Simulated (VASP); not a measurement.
# GW on KZnF3: a test of the settings, part 2 of 2

How far does the GW correction to the gap of KZnF3 depend on the settings? The starting structure is a measured crystal structure from the Crystallography Open Database. Cell and atoms stay as given.

VASP 6.6.1.

Results so far: G0W0 (response cutoff 100 eV, 4×4×4 mesh) 7.77 eV; G0W0 (response cutoff 160 eV, 4×4×4 mesh) 7.58 eV.

**4. GW0 with iterated eigenvalues (response cutoff 160 eV, 4×4×4 mesh)**

Level of this step: evGW0 on LDA; plane waves and PAW (Zn_GW, K_sv_GW, F_GW) (VASP).

It reads the orbitals and their derivatives (WAVECAR and WAVEDER) of a run with the empty bands, which follows a ground-state run; neither is shown.

Contents of INCAR:

```
SYSTEM = KZnF3
PREC = Accurate
ENCUT = 520
ISMEAR = 0
SIGMA = 0.01
LREAL = .FALSE.
GGA = CA
NBANDS = 312
ALGO = EVGW0
NELMGW = 4
ENCUTGW = 160
NOMEGA = 40
PRECFOCK = Fast
NBANDSGW = 32
LWAVE = .FALSE.
LCHARG = .FALSE.
```

Contents of POSCAR:

```
KZnF3
1.0
    4.0500000000      0.0000000000      0.0000000000
    0.0000000000      4.0500000000      0.0000000000
    0.0000000000      0.0000000000      4.0500000000
Zn K F
1 1 3
Direct
    0.5000000000      0.5000000000      0.5000000000
    0.0000000000      0.0000000000      0.0000000000
    0.5000000000      0.0000000000      0.5000000000
    0.0000000000      0.5000000000      0.5000000000
    0.5000000000      0.5000000000      0.0000000000
```

Contents of KPOINTS:

```
Automatic mesh
0
Gamma
4 4 4
0 0 0
```

PAW data sets: Zn_GW, K_sv_GW and F_GW (LDA family, release 64).

Run with:

```console
$ mpirun -np 8 vasp_std
```

Output:

```text
[banner, memory and clock lines left out]
running    8 mpi-ranks, on    1 nodes
[...]
[... a notice as in an earlier step ...]

 [... a notice as in an earlier step ...]

 LDA part: xc-table for (Slater(with rela. corr.)+CA(PZ))
 , standard interpolation
 found WAVECAR, reading the header
 POSCAR, INCAR and KPOINTS ok, starting setup
[...]
reading WAVECAR
 the WAVECAR file was read successfully
 initial charge from wavefunction
 available memory per node:     84.83 GB, setting MAXMEM to     86862

 The Fermi energy was updated, please check that it is located mid-gap
 values below the HOMO (VB) or above the LUMO (CB) will cause erroneous energies
 E-fermi :   2.8749

 calculate exact exchange contribution
 the WAVEDER file was read successfully
energies w=
    0.000    0.000    1.116    0.000    2.225    0.000    3.322    0.000
    4.402    0.000    5.460    0.000    6.496    0.000    7.509    0.000
    8.500    0.000    9.471    0.000   10.424    0.000   11.364    0.000
[...]
total number of BLAS operations       5733.34 Gflops
NQ=   6    0.5000    0.5000    0.0000,
|.........|.........|.........|.........|.........|.........|.........|.........
 performed       8943000 updates of chi_q(r,r)
 total number of BLAS operations       6641.58 Gflops
NQ=   7    0.2500    0.2500    0.2500,
|.........|.........|.........|.........|.........|.........|.........|.........
 performed      10444000 updates of chi_q(r,r)
 total number of BLAS operations       7758.66 Gflops
NQ=   8    0.5000    0.2500    0.2500,
|.........|.........|.........|.........|.........|.........|.........|.........
 performed      12224000 updates of chi_q(r,r)
 total number of BLAS operations       9145.32 Gflops
NQ=   9    0.5000    0.5000    0.2500,
|.........|.........|.........|.........|.........|.........|.........|.........
 performed      13804000 updates of chi_q(r,r)
 total number of BLAS operations      10283.58 Gflops
NQ=  10    0.5000    0.5000    0.5000,
|.........|.........|.........|.........|.........|.........|.........|.........
 performed      14785000 updates of chi_q(r,r)
 total number of BLAS operations      11009.52 Gflops
 resolving degeneracies of screened two electron integrals

 calculate QP shifts <psi_nk| G(iteration)W_0 |psi_nk>: iteration 4
 entering main loop
```

The job ended after 14 min (8 MPI ranks of AMD EPYC 7R43, shared host; peak memory 2.5 GiB).

Parts of OUTCAR (step 4):

```text
 QP shifts <psi_nk| G(iteration)W_0 |psi_nk>: iteration 2
 k-point   1 :       0.0000    0.0000    0.0000
  band No. old QP-enery  QP-energies   sigma(KS)   T+V_ion+V_H  V^pw_x(r,r')   Z            occupation Imag(sigma)
    ...
     18      -2.9353      -3.4080     -24.5554      21.0032     -29.9353       0.7662       2.0000       0.1964
     19      -2.5910      -3.0405     -24.9402      21.7684     -30.0969       0.7739       2.0000       0.1846
     20      -2.5910      -3.0405     -24.9402      21.7684     -30.0969       0.7739       2.0000       0.1846
     21      -2.5910      -3.0405     -24.9402      21.7684     -30.0969       0.7739       2.0000       0.1846
     22       6.5414       6.7256     -10.5287      17.2839      -7.0349       0.8617       0.0000      -0.0822
     23      11.7920      12.0138      -7.7634      19.8112      -4.3041       0.8669       0.0000      -0.0939
     24      11.7920      12.0138      -7.7634      19.8112      -4.3041       0.8669       0.0000      -0.0939
     25      12.1431      12.3648      -7.6179      20.0187      -3.6877       0.8602       0.0000      -0.1023
    ...

 QP shifts <psi_nk| G(iteration)W_0 |psi_nk>: iteration 3
 k-point   1 :       0.0000    0.0000    0.0000
  band No. old QP-enery  QP-energies   sigma(KS)   T+V_ion+V_H  V^pw_x(r,r')   Z            occupation Imag(sigma)
    ...
     18      -3.4080      -3.5135     -24.5489      21.0032     -29.9353       0.7665       2.0000       0.1975
     19      -3.0405      -3.1402     -24.9378      21.7684     -30.0969       0.7744       2.0000       0.1851
     20      -3.0405      -3.1402     -24.9378      21.7684     -30.0969       0.7744       2.0000       0.1851
     21      -3.0405      -3.1402     -24.9378      21.7684     -30.0969       0.7744       2.0000       0.1851
     22       6.7256       6.7377     -10.5442      17.2839      -7.0349       0.8592       0.0000      -0.0821
     23      12.0138      12.0313      -7.7772      19.8112      -4.3041       0.8667       0.0000      -0.0924
     24      12.0138      12.0313      -7.7772      19.8112      -4.3041       0.8667       0.0000      -0.0924
     25      12.3648      12.3850      -7.6304      20.0187      -3.6877       0.8607       0.0000      -0.1029
    ...

 QP shifts <psi_nk| G(iteration)W_0 |psi_nk>: iteration 4
 k-point   1 :       0.0000    0.0000    0.0000
  band No. old QP-enery  QP-energies   sigma(KS)   T+V_ion+V_H  V^pw_x(r,r')   Z            occupation Imag(sigma)
    ...
     18      -3.5135      -3.5372     -24.5476      21.0032     -29.9353       0.7665       2.0000       0.1978
     19      -3.1402      -3.1627     -24.9376      21.7684     -30.0969       0.7743       2.0000       0.1851
     20      -3.1402      -3.1627     -24.9376      21.7684     -30.0969       0.7743       2.0000       0.1851
     21      -3.1402      -3.1627     -24.9376      21.7684     -30.0969       0.7743       2.0000       0.1851
     22       6.7377       6.7369     -10.5471      17.2839      -7.0349       0.8595       0.0000      -0.0818
     23      12.0313      12.0323      -7.7788      19.8112      -4.3041       0.8668       0.0000      -0.0922
     24      12.0313      12.0323      -7.7788      19.8112      -4.3041       0.8668       0.0000      -0.0922
     25      12.3850      12.3864      -7.6321      20.0187      -3.6877       0.8606       0.0000      -0.1029
    ...

[... 3 parts as in an earlier step ...]

[... 1 further part left out ...]
[key lines of the parts left out:]
E-fermi :   2.8749
```

GW0 with iterated eigenvalues (response cutoff 160 eV, 4×4×4 mesh): the quasiparticle gap on this mesh is 8.311 eV, +4.673 eV from the LDA gap on the same points, with 312 bands.

**5. Comparison**

| run | LDA gap on the mesh (eV) | GW gap (eV) | correction (eV) | bands |
| --- | --- | --- | --- | --- |
| G0W0 (response cutoff 100 eV, 4×4×4 mesh) | 3.638 | 7.765 | 4.127 | 152 |
| G0W0 (response cutoff 160 eV, 4×4×4 mesh) | 3.638 | 7.584 | 3.946 | 312 |
| GW0 with iterated eigenvalues (response cutoff 160 eV, 4×4×4 mesh) | 3.638 | 8.311 | 4.673 | 312 |

**6. Summary of results**

| Property | Result |
| --- | --- |
| gap, G0W0 (response cutoff 100 eV, 4×4×4 mesh) | 7.765 eV |
| gap, G0W0 (response cutoff 160 eV, 4×4×4 mesh) | 7.584 eV |
| gap, GW0 with iterated eigenvalues (response cutoff 160 eV, 4×4×4 mesh) | 8.311 eV |

**Reading.** The correction to the LDA gap of KZnF3 is +4.127 eV at a response cutoff of 100 eV, +3.946 eV at a response cutoff of 160 eV. The number of bands rises with the cutoff. The quasiparticle gap is indirect in all runs, and the LDA gap on the same mesh may lie between other points, in which case the correction mixes two transitions. Iterating the eigenvalues in G raises the gap by +0.727 eV. From a response cutoff of 100 to 160 eV the correction still moves by -0.181 eV, so cutoff and bands aren't shown to be converged. The LDA gap along the bands, from another run on this structure, is 3.597 eV. On the 4×4×4 mesh it is 3.638 eV, so this mesh comes close to the edges. Further runs on this material are not shown.

[Lines on the potential files, build, host, timing and source positions are cut from VASP's logs without a mark.]

[Logs are printed without paths, hosts, clocks, repeated set-up lines and the standing remarks that a program may print on its own settings, such as how far it seeks lower states.]

[Hosts, paths, dates, database ids (printed as entryN), source tags and the programs' standing remarks are cut or masked in the printed files.]
